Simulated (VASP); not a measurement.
Output of a VASP run:

**OUTCAR**
```
 ion  position               nearest neighbor table
   1  0.000  0.000  0.000-   3 2.05   6 2.05   5 2.06   4 2.06   4 2.06   5 2.06   2 3.71   2 3.71
                             2 3.71   2 3.71   2 3.71   2 3.71   2 3.71   2 3.71
   2  0.500  0.500  0.500-   4 2.05   5 2.05   3 2.06   6 2.06   3 2.06   6 2.06   1 3.71   1 3.71
                             1 3.71   1 3.71   1 3.71   1 3.71   1 3.71   1 3.71
   3  0.306  0.306  0.000-   1 2.05   2 2.06   2 2.06
   4  0.806  0.194  0.500-   2 2.05   1 2.06   1 2.06
   5  0.194  0.806  0.500-   2 2.05   1 2.06   1 2.06
   6  0.694  0.694  0.000-   1 2.05   2 2.06   2 2.06
  LATTYP: Found a simple tetragonal cell.
 ALAT       =     4.7288429722
 C/A-ratio  =     0.6758865842
 Subroutine PRICEL returns:
 Original cell was already a primitive cell.
 Subroutine GETGRP returns: Found 16 space group operations
The static configuration has the point symmetry D_2h.
 The point group associated with its full space group is D_4h.
The dynamic configuration has the point symmetry D_2h.
The overall configuration has the point symmetry D_2h.
 Subroutine INISYM returns: Found 16 space group operations
 Subroutine IBZKPT returns following result:
 Found     24 irreducible k-points:

 Following reciprocal coordinates:
            Coordinates               Weight
  0.000000  0.000000  0.000000      1.000000
  0.250000  0.000000  0.000000      4.000000
  0.500000  0.000000  0.000000      2.000000
  0.250000  0.250000  0.000000      4.000000
  0.500000  0.250000  0.000000      4.000000
  0.500000  0.500000  0.000000      1.000000
  0.000000  0.000000  0.166667      2.000000
  0.250000  0.000000  0.166667      8.000000
  0.500000  0.000000  0.166667      4.000000
  0.250000  0.250000  0.166667      8.000000
  0.500000  0.250000  0.166667      8.000000
  0.500000  0.500000  0.166667      2.000000
  0.000000  0.000000  0.333333      2.000000
  0.250000  0.000000  0.333333      8.000000
  0.500000  0.000000  0.333333      4.000000
  0.250000  0.250000  0.333333      8.000000
  0.500000  0.250000  0.333333      8.000000
  0.500000  0.500000  0.333333      2.000000
  0.000000  0.000000  0.500000      1.000000
  0.250000  0.000000  0.500000      4.000000
  0.500000  0.000000  0.500000      2.000000
  0.250000  0.250000  0.500000      4.000000
  0.500000  0.250000  0.500000      4.000000
  0.500000  0.500000  0.500000      1.000000
   k-points           NKPTS =     24   k-points in BZ     NKDIM =     24   number of bands    NBANDS=     62
   number of dos      NEDOS =    301   number of ions     NIONS =      6
   total plane-waves  NPLWV =  31104
   dimension x,y,z NGX =    36 NGY =   36 NGZ =   24
   dimension x,y,z NGXF=    72 NGYF=   72 NGZF=   48
   ions per type =               2   4
   PREC   = accura    normal or accurate (medium, high low for compatibility)
   ISTART =      0    job   : 0-new  1-cont  2-samecut
   ICHARG =      2    charge: 1-file 2-atom 10-const
   ISPIN  =      1    spin polarized calculation?
   LNONCOLLINEAR =      T non collinear calculations
   LSORBIT =      T    spin-orbit coupling
   INIWAV =      1    electr: 0-lowe 1-rand  2-diag
   ENCUT  =  520.0 eV  38.22 Ry    6.18 a.u.   8.79  8.79  5.94*2*pi/ulx,y,z
   NELM   =    100;   NELMIN=  2; NELMDL= -5     # of ELM steps
   EDIFF  = 0.1E-05   stopping-criterion for ELM
   LREAL  =      F    real-space projection
   NLSPLINE    = F    spline interpolate recip. space projectors
   LMAXMIX     =    4 max onsite mixed and CHGCAR
   VOSKOWN=      0    Vosko Wilk Nusair interpolation
   EDIFFG = 0.1E-04   stopping-criterion for IOM
   NSW    =      0    number of steps for IOM
   NBLOCK =      1;   KBLOCK =      1    inner block; outer block
   IBRION =     -1    ionic relax: 0-MD 1-quasi-New 2-CG
   NFREE  =      0    steps in history (QN), initial steepest desc. (CG)
   ISIF   =      2    stress and relaxation
   ISYM   =      2    0-nonsym 1-usesym 2-fastsym
   TEIN   =    0.0    initial temperature
   TEBEG  =    0.0;   TEEND  =   0.0 temperature during run
   SMASS  =  -3.00    Nose mass-parameter (am)
   PSTRESS=    0.0 pullay stress
...
```

OSZICAR:
```
       N       E                     dE             d eps       ncg     rms          rms(c)
DAV:   1     0.812724687486E+03    0.81272E+03   -0.24282E+04  3370   0.266E+03
DAV:   2     0.127944177026E+03   -0.68478E+03   -0.65633E+03  3168   0.805E+02
DAV:   3    -0.346736994619E+02   -0.16262E+03   -0.15863E+03  3274   0.289E+02
DAV:   4    -0.480697953985E+02   -0.13396E+02   -0.13257E+02  3624   0.926E+01
DAV:   5    -0.484927016940E+02   -0.42291E+00   -0.42142E+00  3520   0.168E+01    0.157E+01
DAV:   6    -0.423764938299E+02    0.61162E+01   -0.22771E+01  4704   0.736E+01    0.592E+00
DAV:   7    -0.424483010002E+02   -0.71807E-01   -0.24266E+00  3276   0.978E+00    0.336E+00
DAV:   8    -0.423779874793E+02    0.70314E-01   -0.37618E-01  4292   0.621E+00    0.112E+00
DAV:   9    -0.423585295252E+02    0.19458E-01   -0.54073E-02  4396   0.345E+00    0.327E-01
DAV:  10    -0.423579946413E+02    0.53488E-03   -0.15438E-02  4536   0.130E+00    0.139E-01
DAV:  11    -0.423579170172E+02    0.77624E-04   -0.32717E-03  4242   0.635E-01    0.354E-02
DAV:  12    -0.423579094464E+02    0.75708E-05   -0.20120E-04  4168   0.209E-01    0.108E-02
DAV:  13    -0.423579133210E+02   -0.38746E-05   -0.31270E-05  4122   0.441E-02    0.117E-02
DAV:  14    -0.423579118159E+02    0.15051E-05   -0.63894E-06  3556   0.340E-02    0.182E-03
DAV:  15    -0.423579118416E+02   -0.25669E-07   -0.70334E-07  1974   0.604E-03
   1 F= -.42357912E+02 E0= -.42357912E+02  d E =-.631951E-20  mag=     0.0000    -0.0000    -0.0000
       N       E                     dE             ncg
       N       E                     dE             ncg
```

File OUTCAR:
```
------------------------ aborting loop because EDIFF is reached ----------------------------------------
  FORCE on cell =-STRESS in cart. coord.  units (eV):
  Direction    XX          YY          ZZ          XY          YZ          ZX
  --------------------------------------------------------------------------------------
  Total       -0.0115663     -0.0115663      0.0018114      0.0000000      0.0000000      0.0000000
  in kB       -0.2592786     -0.2592786      0.0406066      0.0000000      0.0000000      0.0000000
  external PRESSURE =      -0.1593168 kB  Pullay stress =       0.0000000 kB
  volume of cell :       71.47
      direct lattice vectors                 reciprocal lattice vectors
     4.728842972  0.000000000  0.000000000     0.211468219  0.000000000  0.000000000
     0.000000000  4.728842972  0.000000000     0.000000000  0.211468219  0.000000000
     0.000000000  0.000000000  3.196161523     0.000000000  0.000000000  0.312875301
 POSITION                                       TOTAL-FORCE (eV/Angst)
 -----------------------------------------------------------------------------------
      0.00000      0.00000      0.00000         0.000000      0.000000     -0.000000
      2.36442      2.36442      1.59808         0.000000      0.000000     -0.000000
      1.44695      1.44695      0.00000         0.007705      0.007705      0.000000
      3.81137      0.91747      1.59808         0.007705     -0.007705     -0.000000
      0.91747      3.81137      1.59808        -0.007705      0.007705     -0.000000
      3.28189      3.28189      0.00000        -0.007705     -0.007705     -0.000000
 -----------------------------------------------------------------------------------
    total drift:                                0.000000      0.000000      0.000000
  FREE ENERGIE OF THE ION-ELECTRON SYSTEM (eV)
  ---------------------------------------------------
  free  energy   TOTEN  =       -42.3579118416 eV

  energy  without entropy=      -42.3579118416  energy(sigma->0) =      -42.35791184

 Ion:    1  E_soc:     -0.0774828

 Ion:    2  E_soc:     -0.0774828

 Ion:    3  E_soc:     -0.0003642

 Ion:    4  E_soc:     -0.0003642

 Ion:    5  E_soc:     -0.0003642

 Ion:    6  E_soc:     -0.0003642
```
(Selected blocks of OUTCAR.)

**POSCAR**
```
SnO2
1
    4.7288429722     0.0000000000     0.0000000000
    0.0000000000     4.7288429722     0.0000000000
    0.0000000000     0.0000000000     3.1961615235
Sn O
2 4
Direct
  0.0000000000   0.0000000000   0.0000000000
  0.5000000000   0.5000000000   0.5000000000
  0.3059836945   0.3059836945   0.0000000000
  0.8059836945   0.1940163055   0.5000000000
  0.1940163055   0.8059836945   0.5000000000
  0.6940163055   0.6940163055   0.0000000000
```

**Question.** Reconstruct the remaining input files.

**Answer.** Several could match; the one computed here: the input of the run itself, LDA (Ceperley-Alder, Perdew-Zunger) with spin-orbit coupling, plane waves, VASP's LDA PAW potentials (set 64).

KPOINTS_OPT:
```
k-points along high-symmetry lines
5
Line-mode
Reciprocal
  0.000000   0.000000   0.000000 ! GAMMA
  0.000000   0.500000   0.000000 ! X

  0.000000   0.500000   0.000000 ! X
  0.500000   0.500000   0.000000 ! M

  0.500000   0.500000   0.000000 ! M
  0.000000   0.000000   0.000000 ! GAMMA

  0.000000   0.000000   0.000000 ! GAMMA
  0.000000   0.000000   0.500000 ! Z

  0.000000   0.000000   0.500000 ! Z
  0.000000   0.500000   0.500000 ! R

  0.000000   0.500000   0.500000 ! R
  0.500000   0.500000   0.500000 ! A

  0.500000   0.500000   0.500000 ! A
  0.000000   0.000000   0.500000 ! Z

  0.000000   0.500000   0.000000 ! X
  0.000000   0.500000   0.500000 ! R

  0.500000   0.500000   0.000000 ! M
  0.500000   0.500000   0.500000 ! A
```

**INCAR**
```
! general
SYSTEM     = SnO2
PREC       = Accurate
ENCUT      = 520
LREAL      = .FALSE.
LASPH      = .TRUE.

! electronic loop
EDIFF      = 1E-6
NELM       = 100
ALGO       = Normal
LMAXMIX    = 4

! smearing
ISMEAR     = 0
SIGMA      = 0.05

! functional
GGA_COMPAT = .FALSE.

! spin
MAGMOM     = 0 0 0 0 0 0 0 0 0 0 0 0 0 0 0 0 0 0
LSORBIT    = .TRUE.

! output
LWAVE      = .FALSE.
LCHARG     = .FALSE.
```

**KPOINTS**
```
kpoints
0
gamma
  4 4 6
```

POTCAR, in this order: Sn_d O (LDA.64 set). Program: vasp_ncl.

The compound is SnO2 in the rutile structure. It was relaxed first.
